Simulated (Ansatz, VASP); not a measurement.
# H13C10 (amorphous poly(phenylene vinylene) with methane at 250 K): VASP beside Ansatz

Aim: how closely do two programs agree when they are given the same cell, functional and k mesh? The cell is taken from a series of runs on this material, whose earlier steps may have relaxed, scaled, displaced or heated it; both programs get it as it stands.

Calculated with Ansatz 0.2.0; plane waves, with VASP 6.6.1 beside it; single point at LDA.

### Step 1. The structure

The cell holds 138 atoms: 60 C and 78 H. Cell: a = 11.299 Å, b = 11.299 Å, c = 11.299 Å, α = 90.0°, β = 90.0°, γ = 90.0°. As first built, before any earlier steps moved the atoms (in the runner's words): 3 poly(phenylene vinylene) chains of 2 units, 6 methane placed at random, at 0.92 g/cm^3; overlaps pushed apart, then 20 ps at 800 K with MMFF94 bonds, angles, torsions, charges and radii (Halgren, J. Comput. Chem. 17, 490 (1996)) in harmonic and 12-6 forms; charges of ions scaled by 0.8. Snapshot after 30 ps at 250 K and fixed volume.

### Step 2. Ansatz: single point, LDA

Ansatz runs on its default PAW (the set named soft_2) files.

With cell and atoms fixed, the geometry can't cause a difference; cores, projectors, grids and the points listed under the comparison can.

input.yaml reads:

```yaml
crystal:
  lattice:
    - [11.29937, 0.0, 0.0]
    - [0.0, 11.29937, 0.0]
    - [0.0, 0.0, 11.29937]
  atoms:
    - { symbol: C, position: [0.93048, 0.51854, 0.97401] }
    - { symbol: C, position: [0.9755, 0.44605, 0.07822] }
    - { symbol: C, position: [0.98921, 0.51283, 0.18094] }
    - { symbol: C, position: [0.03444, 0.45671, 0.28216] }
    - { symbol: C, position: [0.05076, 0.33256, 0.27995] }
    - { symbol: C, position: [0.03977, 0.27244, 0.17289] }
    - { symbol: C, position: [0.99582, 0.32943, 0.07214] }
    - { symbol: C, position: [0.08287, 0.26541, 0.38545] }
    - { symbol: C, position: [0.14262, 0.31466, 0.477] }
    - { symbol: C, position: [0.17022, 0.26729, 0.59053] }
    - { symbol: C, position: [0.24769, 0.31941, 0.66523] }
    - { symbol: C, position: [0.26485, 0.27628, 0.77606] }
    - { symbol: C, position: [0.21618, 0.17116, 0.81552] }
    - { symbol: C, position: [0.14335, 0.11679, 0.73221] }
    - { symbol: C, position: [0.11326, 0.16561, 0.62538] }
    - { symbol: C, position: [0.22627, 0.12462, 0.93855] }
    - { symbol: C, position: [0.31263, 0.16446, 0.00878] }
    - { symbol: C, position: [0.33148, 0.1096, 0.12363] }
    - { symbol: H, position: [0.95648, 0.46628, 0.8956] }
    - { symbol: H, position: [0.8369, 0.54001, 0.97339] }
    - { symbol: H, position: [0.97194, 0.60694, 0.96065] }
    - { symbol: H, position: [0.96848, 0.60801, 0.18184] }
    - { symbol: H, position: [0.03872, 0.50967, 0.36296] }
    - { symbol: H, position: [0.06092, 0.18401, 0.16933] }
    - { symbol: H, position: [0.98428, 0.28555, 0.98756] }
    - { symbol: H, position: [0.04784, 0.17687, 0.38651] }
    - { symbol: H, position: [0.15775, 0.40752, 0.46509] }
    - { symbol: H, position: [0.28955, 0.40044, 0.63541] }
    - { symbol: H, position: [0.31499, 0.33225, 0.83943] }
    - { symbol: H, position: [0.10599, 0.03121, 0.76009] }
[... 102 atom lines left out ...]
    - { symbol: H, position: [0.19888, 0.56469, 0.79317] }
    - { symbol: C, position: [0.38726, 0.38863, 0.34472] }
    - { symbol: H, position: [0.46336, 0.37472, 0.28589] }
    - { symbol: H, position: [0.40591, 0.32704, 0.41492] }
    - { symbol: H, position: [0.30541, 0.36066, 0.30621] }
    - { symbol: H, position: [0.38815, 0.47641, 0.38242] }
kpoints:
  mp_grid: { grid: [1, 1, 1] }
hamiltonian:
  xc: lda
scf:
  occupations: { method: gaussian, width: 0.05 }
output:
  forces: true
```

The run is started by

```bash
$ ansatz run input.yaml --threads 4 --pin off --max-ram 8192MiB --backend cpu --events-out ev --progress --plain --runs-dir out
```

Numbers of over 12 decimals in the logs are rounded to 6 here.

Log:

```text
Engine: ansatz 0.2.0, x86_64-unknown-linux-gnu
Pseudopotentials: kind: paw
Pseudopotential: C, paw, valence charge 4, recommended cutoff 420 eV (normal), C.paw.azcp
Pseudopotential: H, paw, valence charge 1, recommended cutoff 420 eV (normal), H.paw.azcp
Functional definition: SPW92
  exchange = slater_x
  correlation = pw_c
Crystal: 138 atoms, lattice volume = 1442.656 Å³
Basis set: ecut = 420 eV, 28257 PW (Γ)
Bands: 297, of which v1, the nominal top of the filled ones, is band 159 counted from 1 (158 counted from 0)
Symmetry: 1 space group operations
Space group: P1 (ITA 1), of the structure as read, at distance tolerance 1.1e-4 Å
k-points: 1
Non-local potential: C, projectors of the file, l = 0: 2, l = 1: 2, l = 2: 1
Non-local potential: H, projectors of the file, l = 0: 2, l = 1: 1
PAW form: soft (Blöchl's): semilocal exchange-correlation on the pseudo side does not see the compensation charge
PAW frozen core: C, regenerated for the run's functional, and the local potential with it (the file was generated under x = pbe(κ = 0.804, μ = 0.219515), c = pbe(β = 0.066725))
PAW one-centre angular grid: C, 110 points (default); XC on 64 Gauss nodes
PAW one-centre angular grid: H, 110 points (default); XC on 64 Gauss nodes
Initial density: superposition of atomic densities (neutral atoms: chi_scale 0, normalization atom), corrected by the library's trained network
Initial wavefunctions: pseudopotential atomic-orbital guess
Functional: x = slater, c = lda
SCF iter   1: F=—  HF=-15793.877583 eV  |F-HF|=—  |Δ(HF+E_count)|=         —  Δρ=8.27e-3  dr2=7.21e-1  ethr=1.77e-3  ⟨swp⟩=5.0  Hψ=1211  notcnv=0  defer=118
preconditioner: auto → Resta (q_TF=auto, 2.120 Å⁻¹)  ε∞=2.4  [insulator: Δε(μ)=2.348 eV  Ē_g=14.739 eV  σ=0.050 eV  W_gap=1.00  n_scr=250 (ndim 8)  ℏωp=17.4 eV  f_vac=0.200  D(μ)=0.00/eV (n_scr^D=0)  ε∞_Penn≈2.4]
SCF iter   2: F=—  HF=-15793.678493 eV  |F-HF|=—  |Δ(HF+E_count)|=   1.99e-1  Δρ=3.54e-3  dr2=1.21e-1  ethr=2.27e-4  ⟨swp⟩=3.0  Hψ=488  notcnv=0  defer=132
SCF iter   3: F=—  HF=-15793.646612 eV  |F-HF|=—  |Δ(HF+E_count)|=   3.19e-2  Δρ=9.29e-4  dr2=1.55e-2  ethr=3.79e-5  ⟨swp⟩=2.0  Hψ=287  notcnv=0  defer=19
automatic band count: iteration 3 solves 184 bands in place of 297: the levels show a gap, and the empty bands left out lie too high to hold charge; the band table lists the bands solved (type scf.n_extra_bands for more)
SCF iter   4: F=—  HF=-15793.644975 eV  |F-HF|=—  |Δ(HF+E_count)|=   1.64e-3  Δρ=3.01e-4  dr2=2.02e-3  ethr=4.87e-6  ⟨swp⟩=2.0  Hψ=318  notcnv=0  defer=19
SCF iter   5: F=—  HF=-15793.645070 eV  |F-HF|=—  |Δ(HF+E_count)|=   9.54e-5  Δρ=1.21e-4  dr2=3.24e-4  ethr=6.36e-7  ⟨swp⟩=2.0  Hψ=317  notcnv=0  defer=19
SCF iter   6: F=—  HF=-15793.645170 eV  |F-HF|=—  |Δ(HF+E_count)|=   9.93e-5  Δρ=5.02e-5  dr2=5.97e-5  ethr=1.02e-7  ⟨swp⟩=2.0  Hψ=317  notcnv=0  defer=19
SCF iter   7: F=—  HF=-15793.643912 eV  |F-HF|=—  |Δ(HF+E_count)|=   1.26e-3  Δρ=2.04e-5  dr2=8.95e-6  ethr=1.88e-8  ⟨swp⟩=2.0  Hψ=337  notcnv=0  defer=19
SCF iter   8: F=—  HF=-15793.643913 eV  |F-HF|=—  |Δ(HF+E_count)|=   1.02e-6  Δρ=6.44e-6  dr2=6.88e-7  ethr=2.81e-9  ⟨swp⟩=2.0  Hψ=318  notcnv=0  defer=19
SCF iter   9: F=—  HF=-15793.643913 eV  |F-HF|=—  |Δ(HF+E_count)|=   6.36e-7  Δρ=3.27e-6  dr2=2.33e-7  ethr=3.14e-11  ⟨swp⟩=5.0  Hψ=678  notcnv=0
SCF iter  10: F=-15793.643913 eV  HF=-15793.643913 eV  |F-HF|=8.85e-9  |Δ(HF+E_count)|=   4.65e-9  Δρ=9.06e-7  dr2=1.61e-8  ethr=3.14e-11  ⟨swp⟩=4.0  Hψ=632  notcnv=0
SCF 1 converged in 10 iterations: F = -15793.643913 eV  dr2 = 1.61e-8
  greatest PAW one-centre occupation: 0.689 electrons in one spin orbital (limit 2), on the C atom at site 41 (counted from 0), in its partial waves of l = 0
SCF converged after 10 iterations
Free energy (F): -15793.643913 eV
Harris-Foulkes:  -15793.643913 eV  (|F-HF|=8.85e-9)
Internal energy: -15793.643913 eV  (E = F + TS)
E sigma→0 (E₀):  -15793.643913 eV
Fermi energy:    0.783314 eV
--- Per-component energies (eV) ---
  E_band       = -2330.686600
  E_kinetic    = 6538.845511
  E_local      = -19368.723854  (includes V_loc(G=0)·N_el)
  E_nonlocal   = 1852.584299
  E_hartree    = 6795.397027
  E_xc         = -3525.073224
  E_vxc        = -4424.556983  (∫ρ·V_xc dr)
  E_paw        = -5560.542896  (= ΣΔE_a)
  E_vpaw       = -519.523221  (= ΣTr[D̂ρ^β])
  E_aug_tail   = -0.102784  (compensation charges beyond the density's cutoff)
  E_ewald      = -2529.797943
  E_core_change = 3.769950  (= ΣΔE_core)
  E_smearing   = -0.000000  (= −TS)
  E_closure    = -0.000000  (closes the sum)
  Σ components = -15793.643913   (vs F -15793.643913, Δ=0.00e0)
--- Forces (eV/Å), atoms counted from 1 ---
  atom   1  C      1.23350814    -0.76101673    -0.46108685
  atom   2  C     -1.57753379     4.12179394    -0.76230217
  atom   3  C      1.15364473    -1.14075883     1.27460383
  atom   4  C     -1.25147613     0.03254295    -1.02651501
  atom   5  C      0.63248248     0.43250250     0.35443595
  atom   6  C     -1.28698721     2.48487591    -0.26855606
  atom   7  C      1.06767660    -1.32722034     0.75738288
  atom   8  C      0.28283935     1.25564050     0.36065969
  atom   9  C     -1.09645883    -0.19555890    -0.91081560
  atom  10  C     -1.34849418    -0.85823986    -1.91405112
  atom  11  C      0.61616618     0.83373564     0.25278760
  atom  12  C      1.09070622     0.71922639     1.78593138
  atom  13  C     -0.84242451    -0.26265334     0.45565229
  atom  14  C     -0.44269758    -1.01300617     0.92932735
  atom  15  C      0.56841897    -1.02430533     1.31368600
  atom  16  C      1.51681835     1.50572612    -2.26337162
  atom  17  C      0.05277957    -0.70391991    -0.55007528
  atom  18  C      1.10538970     2.61478596     0.92640717
  atom  19  H     -0.47771030     0.23656468    -0.31992227
  atom  20  H     -0.71141039    -0.40292675     0.10028232
  atom  21  H      0.30110564    -0.35775722     0.44169109
  atom  22  H      0.09058463    -0.19521862    -0.04042231
  atom  23  H      0.20287299    -0.21680792     0.24136686
  atom  24  H      0.53479818    -2.65184090    -0.03943782
[...]
atom 131  H      0.27004955     0.19341502    -0.73866689
  atom 132  H      0.20932298    -0.01765877     0.36169937
  atom 133  H      0.04923221    -0.60286065     0.41774551
  atom 134  C      1.21243111    -0.46227898     0.04516365
  atom 135  H     -0.12507301     0.32972713    -0.41480222
  atom 136  H     -0.04525499    -0.52638054     0.90445884
  atom 137  H     -0.80510654     0.06104802    -0.54704478
  atom 138  H     -0.15499927     0.65552576    -0.01271203
  max |Σ_I F_I| component: 7.31e-5 eV/Å
```

The column dr2 measures how far the density is from self-consistency, as an energy; F and HF (Harris–Foulkes) agree once it is small.

### Step 3. VASP: single point, LDA

The same cell, functional (in two slightly different forms), mesh and smearing now go to VASP, with its own data sets.

Lines of VASP's logs that name or quote its potential files are left out, and so is its time.

INCAR reads:

```
SYSTEM = H13C10
PREC = Accurate
ENCUT = 520
EDIFF = 1E-06
NELM = 120
ISMEAR = 0
SIGMA = 0.05
LREAL = Auto
ALGO = Normal
GGA = CA
NBANDS = 255
LORBIT = 11
LWAVE = .FALSE.
LCHARG = .FALSE.
ISIF = 2
LASPH = .TRUE.
GGA_COMPAT = .FALSE.
EFERMI = MIDGAP
```

POSCAR reads:

```
H13C10
1.0
   11.2993700000      0.0000000000      0.0000000000
    0.0000000000     11.2993700000      0.0000000000
    0.0000000000      0.0000000000     11.2993700000
C H
60 78
Direct
    0.9304800000      0.5185400000      0.9740100000
    0.9755000000      0.4460500000      0.0782200000
    0.9892100000      0.5128300000      0.1809400000
    0.0344400000      0.4567100000      0.2821600000
    0.0507600000      0.3325600000      0.2799500000
    0.0397700000      0.2724400000      0.1728900000
    0.9958200000      0.3294300000      0.0721400000
    0.0828700000      0.2654100000      0.3854500000
    0.1426200000      0.3146600000      0.4770000000
    0.1702200000      0.2672900000      0.5905300000
    0.2476900000      0.3194100000      0.6652300000
    0.2648500000      0.2762800000      0.7760600000
    0.2161800000      0.1711600000      0.8155200000
    0.1433500000      0.1167900000      0.7322100000
    0.1132600000      0.1656100000      0.6253800000
    0.2262700000      0.1246200000      0.9385500000
    0.3126300000      0.1644600000      0.0087800000
    0.3314800000      0.1096000000      0.1236300000
    0.5658800000      0.9100600000      0.0144400000
    0.5648600000      0.8367000000      0.1241100000
    0.6771400000      0.8004800000      0.1562800000
    0.6895900000      0.7467800000      0.2665500000
    0.5894900000      0.7211800000      0.3359300000
    0.4799200000      0.7533200000      0.2983200000
    0.4667200000      0.8166000000      0.1981700000
    0.6033000000      0.6651700000      0.4547000000
    0.5275300000      0.6869200000      0.5403400000
    0.5509500000      0.6313600000      0.6536700000
    0.5724600000      0.6935200000      0.7588800000
    0.5947100000      0.6361400000      0.8642200000
[... 102 atom lines left out ...]
    0.0696500000      0.5043700000      0.7098300000
    0.1988800000      0.5646900000      0.7931700000
    0.4633600000      0.3747200000      0.2858900000
    0.4059100000      0.3270400000      0.4149200000
    0.3054100000      0.3606600000      0.3062100000
    0.3881500000      0.4764100000      0.3824200000
```

KPOINTS reads:

```
Automatic mesh
0
Gamma
1 1 1
0 0 0
```

PAW data sets: C and H (LDA family, release 64).

The run is started by

```bash
$ export OMP_NUM_THREADS=3
$ mpirun -np 1 vasp_gam
```

Log:

```text
[banner, memory and clock lines left out]
running    1 mpi-ranks, on    1 nodes
[...]
Offloading initialized ...    1 GPUs detected
[...]
LDA part: xc-table for (Slater(with rela. corr.)+CA(PZ))
 , standard interpolation
 POSCAR, INCAR and KPOINTS ok, starting setup
[...]
entering main loop
       N       E                     dE             d eps       ncg     rms          rms(c)
DAV:   1     0.189187437574E+04    0.18919E+04   -0.15791E+05   510   0.113E+03
DAV:   2    -0.724656338023E+03   -0.26165E+04   -0.24722E+04   637   0.260E+02
DAV:   3    -0.972636696395E+03   -0.24798E+03   -0.24566E+03   644   0.805E+01
DAV:   4    -0.979262686527E+03   -0.66260E+01   -0.66088E+01   652   0.154E+01
[...]
DAV:  16    -0.875202199753E+03    0.61817E-05   -0.13925E-05   620   0.148E-02    0.613E-03
DAV:  17    -0.875202198160E+03    0.15933E-05   -0.12996E-05   676   0.107E-02    0.331E-03
DAV:  18    -0.875202198511E+03   -0.35098E-06   -0.54326E-06   612   0.542E-03
   1 F= -.87520220E+03 E0= -.87520220E+03  d E =0.000000E+00
```

From OUTCAR (step 3):

```text
  FREE ENERGIE OF THE ION-ELECTRON SYSTEM (eV)
  ---------------------------------------------------
  free  energy   TOTEN  =      -875.2021985107 eV

  energy  without entropy=     -875.2021985107  energy(sigma->0) =     -875.20219851
```

The run ends at a pressure of 2.35 GPa, with forces up to 4.5 eV/Å.

### Step 4. Differences

Known differences besides the potentials themselves: the two LDA forms differ slightly; the cutoff is 420 eV in Ansatz and 520 eV in VASP (PREC = Accurate, projectors in real space); VASP's log shows a relativistic correction to its local exchange, Ansatz's none. Total energies have different zeros and are not compared.

The two programs side by side:

```
              quantity  Ansatz   VASP  difference
gap on the k mesh (eV)   2.144  2.145      -0.001
```

Forces on 10 of the 138 atoms, those with the largest forces and the largest differences (eV/Å; atoms numbered as in POSCAR):

```
atom         Ansatz x, y, z           VASP x, y, z
  C2  -1.578, 4.122, -0.762  -1.581, 4.118, -0.778
  C6  -1.287, 2.485, -0.269  -1.266, 2.435, -0.273
 C16   1.517, 1.506, -2.263   1.496, 1.492, -2.264
 C18    1.105, 2.615, 0.926    1.102, 2.593, 0.959
 C26  -1.774, 1.951, -2.920  -1.761, 1.930, -2.913
 C37  -1.525, -2.343, 0.771  -1.501, -2.327, 0.787
 C50    1.326, 2.369, 2.633    1.310, 2.335, 2.606
 H76  -0.719, -0.266, 0.870  -0.669, -0.266, 0.875
 H94  0.373, -0.505, -0.100  0.348, -0.550, -0.096
 H98    2.406, 1.457, 0.503    2.437, 1.470, 0.510
```

The forces differ by 22 meV/Å r.m.s., which is 2.4 % of the r.m.s. force of 0.909 eV/Å (both taken over all components). A gap on the mesh is an upper bound, since the band edges may lie between its points.

### Step 5. Summary of results

```yaml
r_m_s_force_difference_single_point_lda: 2.4 % of the r.m.s. force
```

**Reading.** The r.m.s. force difference is 2.4 % of the r.m.s. force (single point, LDA), within the 3 % picked in this series as the mark of a large difference. Such differences can come from data sets, numerical settings and the points named under the comparisons, not from the functional's error against experiment.

[Lines on the potential files, build, host, timing and source positions are cut from VASP's logs without a mark.]

[Logs are printed without paths, hosts, clocks, repeated set-up lines and the standing remarks that a program may print on its own settings, such as how far it seeks lower states.]

[Hosts, paths, dates, database ids (printed as entryN), source tags and the programs' standing remarks are cut or masked in the printed files.]

[The MMFF94 radii named for the starting cell were scaled by 0.96; in molecules described by MMFF94, hydrogen bound to N, O or S took a small fixed 12-6 site in their place.]
